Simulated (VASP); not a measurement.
```xyz
2
Lattice="1.3323 -2.3076 0.0000 1.3323 2.3076 0.0000 0.0000 0.0000 4.9570" Properties=species:S:1:pos:R:3 pbc="T T T"
Zn     1.3323     0.7692     1.2393
Zn     1.3323    -0.7692     3.7178
```

The numbers are results of optB88-vdW, VASP's PBE PAW potentials (set 64) (plane waves; VASP), not measurements. Numerical set-up: 520 eV cut-off, Gaussian smearing of 0.050 eV, potentials Zn.

### Question
What does the run give for the band gap (along the path) with the smallest direct gap where there is one?

### Answer

The band gap (along the path) is none (metal, semimetal or under 0.01 eV).

The absolute energy has meaning only against runs of the same code, potentials and settings.

The compound is Zn in the hcp structure. It was relaxed first.
